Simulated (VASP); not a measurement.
The input files of a VASP run:

### INCAR
```
SYSTEM = SiS2
PREC = Accurate; ENCUT = 210; LREAL = .False.
LASPH = .True.
EDIFF = 1E-04; NELM = 100; ALGO = Normal
ISMEAR = -1; SIGMA = 0.5
IBRION = 2; NSW = 50; ISIF = 3
EDIFFG = -0.01
LWAVE = .False.; LCHARG = .False.
```

### POSCAR
```
SiS2
1.0
 -2.9425330000   5.0263370000   2.8398300000
  2.9425330000  -5.0263370000   2.8398300000
  2.9425330000   5.0263370000  -2.8398300000
Si S
2 4
direct
  0.7500000000   0.7500000000   0.0000000000
  0.2500000000   0.2500000000   0.0000000000
  0.8847500000   0.7985600000   0.6833100000
  0.1152500000   0.2014400000   0.3166900000
  0.6152500000   0.2985600000   0.9138100000
  0.3847500000   0.7014400000   0.0861900000
```

KPOINTS:
```
Regular mesh
0
gamma
4 4 4
0 0 0
```

POTCAR, in this order: Si S (LDA.64 set). Program: vasp_std.

Q: Write an equivalent input for Quantum ESPRESSO's pw.x.

A: One equivalent input (not run):
```
&CONTROL
  calculation = 'vc-relax'
  pseudo_dir = './pseudo'
  outdir = './out'
  tprnfor = .true.
  tstress = .true.
  nstep = 50
  forc_conv_thr = 0.00039
/
&SYSTEM
  ibrav = 0
  nat = 6
  ntyp = 2
  ecutwfc = 54
  occupations = 'smearing'
  smearing = 'fermi-dirac'
  degauss = 0.03675
  input_dft = 'pz'
/
&ELECTRONS
  conv_thr = 7.3e-06
  electron_maxstep = 100
/
&IONS
/
&CELL
/
ATOMIC_SPECIES
  Si 28.085 Si.upf
  S 32.060 S.upf
CELL_PARAMETERS angstrom
    -2.9425330    5.0263370    2.8398300
     2.9425330   -5.0263370    2.8398300
     2.9425330    5.0263370   -2.8398300
ATOMIC_POSITIONS crystal
  Si   0.7500000  0.7500000  0.0000000
  Si   0.2500000  0.2500000  0.0000000
  S    0.8847500  0.7985600  0.6833100
  S    0.1152500  0.2014400  0.3166900
  S    0.6152500  0.2985600  0.9138100
  S    0.3847500  0.7014400  0.0861900
K_POINTS automatic
  4 4 4 0 0 0
```
The two are equivalent in intent, not identical: the potentials are each code's own (VASP's PAW set, PseudoDojo norm-conserving files in pw.x), so ENCUT and ecutwfc are chosen apart and not converted; conv_thr bounds pw.x's estimated SCF error, while EDIFF bounds the energy change between steps; forc_conv_thr acts on force components and is met together with etot_conv_thr.

The structure comes from a computed database's SiS2 entry; how it stands against other phases isn't given here. This run relaxes it. Symmetry was kept, so distortions that lower it aren't found. The run is one of a series of settings (EDIFF = 1E-04, EDIFFG = -0.01, ENCUT = 210, GGA removed, IBRION = 2, ISIF = 3, NSW = 50, SIGMA = 0.5, POTCAR Si S (LDA.64 set) against the base run), some of them coarse on purpose.
